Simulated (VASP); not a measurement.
A convergence study with VASP on WS₂ (2H layered): one setting is varied, all else stays as given below, so the limit is that of these other settings.

```xyz
6
Lattice="1.5750 -2.7280 0.0000 1.5750 2.7280 0.0000 0.0000 0.0000 12.3200" Properties=species:S:1:pos:R:3 pbc="T T T"
W      1.5750     0.9093     3.0800
W      1.5750    -0.9093     9.2400
S      1.5750     0.9093    10.8170
S      1.5750    -0.9093     4.6570
S      1.5750    -0.9093     1.5030
S      1.5750     0.9093     7.6630
```

The numbers are results of LDA (Ceperley-Alder, Perdew-Zunger), VASP's LDA PAW potentials (set 64) (plane waves; VASP 6.6.1), not measurements. The tightest run used: 550 eV cut-off, 13×13×3 Monkhorst-Pack mesh, Gaussian smearing of 0.050 eV, potentials W_sv S.

```
setting     E (eV/atom)  pressure (GPa)  largest force (eV/Å)  irreducible k-points
----------  -----------  --------------  --------------------  --------------------
1×1×1 mesh      -5.6414           18.51                 4.452                     1
2×2×1 mesh      -8.8749           -5.06                 0.643                     2
3×3×1 mesh      -8.7256           -3.41                 0.686                     3
4×4×1 mesh      -8.7378           -3.51                 0.409                     6
```

Problem. These are the cheaper rows. Estimate the results at 13×13×3 mesh, and how far the last row shown lies from them.

Solution. 
```json
[
 {"quantity": "E (eV/atom)", "tightest run": "-8.7498", "last row shown is off by": "0.0121"},
 {"quantity": "pressure (GPa)", "tightest run": "-3.81", "last row shown is off by": "0.30"},
 {"quantity": "largest force (eV/Å)", "tightest run": "0.405", "last row shown is off by": "0.004"}
]
```

Left out are rungs that failed or repeat a setting and relaxations that didn't move; long series are thinned to 24 rows.

The compound is WS2 in the 2H layered structure. The cell was not relaxed at this level, forces remain on its atoms.
